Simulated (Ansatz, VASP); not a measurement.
NbTe: VASP beside Ansatz

Contents of INCAR:

```
PREC = Accurate
ENCUT = 600
EDIFF = 1E-7
ISMEAR = -1
SIGMA = 0.05
LREAL = F
LASPH = T
NELM = 80
ALGO = Normal
ISIF = 3
LWAVE = F
LCHARG = F
GGA = PS
IVDW = 13
IBRION = 2
NSW = 60
EDIFFG = -0.01
```

The input KPOINTS:

```
Automatic mesh
0
Gamma
  8 8 7
```

Contents of POSCAR:

```
NbTe
1.0
    3.7029743866      0.0000000000      0.0000000000
   -1.8514871933      3.2068698884      0.0000000000
    0.0000000000      0.0000000000      3.6942110000
Te Nb
1 1
Direct
    0.6666666667      0.3333333333      0.0000000000
    0.0000000000      0.0000000000      0.5000000000
```

Contents of input.yaml:

```yaml
crystal:
  lattice:
    - [3.7029743866, 0.0, 0.0]
    - [-1.8514871933, 3.2068698884, 0.0]
    - [0.0, 0.0, 3.694211]
  atoms:
    - { symbol: Te, position: [0.6666666667, 0.3333333333, 0.0] }
    - { symbol: Nb, position: [0.0, 0.0, 0.5] }
hamiltonian:
  xc: pbesol
  pseudopotentials: { kind: paw }
  dispersion: d4
kpoints:
  mp_grid: { grid: [8, 8, 7] }
scf:
  occupations: { method: fermi_dirac, width: 0.05 }
output:
  forces: true
  stress: true
  eigenvalues: true
relax:
  f_tol: 0.01
  max_steps: 40
  cell: { stress_tol: 0.05 }
```

The cell comes from a database or a generator and needn't be the stable form of this composition.

Alike in both runs: task relaxation of cell and atoms; functional PBEsol; dispersion D4; k mesh 8 × 8 × 7; occupations fermi-dirac, width 0.05 eV; no spin polarisation.

|  | VASP | Ansatz |
| --- | --- | --- |
| version | VASP 6.6.1 | Ansatz 0.2.0 |
| potentials or method | VASP PAW PBE potentials, release 64 (Te, Nb_sv) | Ansatz PAW |
| plane-wave cutoff (eV) | 600 | 420 |
| valence electrons in the cell | 19 | 29 |

Ansatz gave:

```
gap on the k mesh at the Fermi level, each at its own relaxed structure (eV) : none
relaxed volume (Å³/atom)                                                     : 20.63
relaxed cell length with the largest relative difference (Å)                 : 3.664
energy change over the relaxation (meV/atom)                                 : -31
```

Task: Estimate VASP's values.

Result: gap on the k mesh at the Fermi level, each at its own relaxed structure (eV): none; relaxed volume (Å³/atom): 20.62; relaxed cell length with the largest relative difference (Å): 3.663; energy change over the relaxation (meV/atom): -31.

A gap of «none» marks a metal or a gap that the smearing closes. The two sets of potentials don't hold the same shells in valence.

Caveats: pairwise dispersion overbinds metals, which lowers pressure and volume; the PAW data sets were made with another functional, which shifts forces and pressure a little (VASP); the plane-wave basis is chosen anew once the cell has moved, so the energies of steps on either side of that aren't comparable (Ansatz); the PAW data sets come from PBE, with cores solved anew for the run's functional, which leaves a small shift of forces and pressure (Ansatz). Spin-orbit coupling is left out, which matters for the levels of Te.
